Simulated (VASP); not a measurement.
Here is the system:

```xyz
3
Lattice="1.7799 -3.0829 0.0000 1.7799 3.0829 0.0000 0.0000 0.0000 4.5469" Properties=species:S:1:pos:R:3 pbc="T T T"
Pt     0.0000     0.0000     0.0000
S      1.7799     1.0276     1.1897
S      1.7799    -1.0276     3.3571
```

Calculation: LDA (Ceperley-Alder, Perdew-Zunger), VASP's LDA PAW potentials (set 64) (plane waves; VASP). Settings: 520 eV cut-off, Gaussian smearing of 0.050 eV, potentials Pt S.

### Question
Give the energies of bands 4 to 14 at the high-symmetry points, in eV from the Fermi level.

### Answer

| band | Γ | M | K | A | L | H |
|---|---|---|---|---|---|---|
| 4 | -7.47 | -6.60 | -6.94 | -7.39 | -6.94 | -7.41 |
| 5 | -7.47 | -6.03 | -6.94 | -5.72 | -6.75 | -6.75 |
| 6 | -4.50 | -4.45 | -5.26 | -4.58 | -5.33 | -5.04 |
| 7 | -4.50 | -4.38 | -5.26 | -4.58 | -3.87 | -4.94 |
| 8 | -2.62 | -4.35 | -4.27 | -3.52 | -3.86 | -4.94 |
| 9 | -1.73 | -3.83 | -2.88 | -2.35 | -3.45 | -4.02 |
| 10 | -1.73 | -3.74 | -2.06 | -2.35 | -3.36 | -2.75 |
| 11 | 0.07 | -3.13 | -2.06 | -1.58 | -1.59 | -2.75 |
| 12 | 0.98 | 0.60 | 0.05 | 2.27 | 0.56 | 2.04 |
| 13 | 0.98 | 2.34 | 0.05 | 2.27 | 1.58 | 2.04 |
| 14 | 3.15 | 5.23 | 4.26 | 5.13 | 4.53 | 6.76 |

It has no gap at this level: it comes out as a metal or semimetal.

The compound is PtS2 in the 1T layered structure. It was relaxed first, which changed the volume by -9 %.
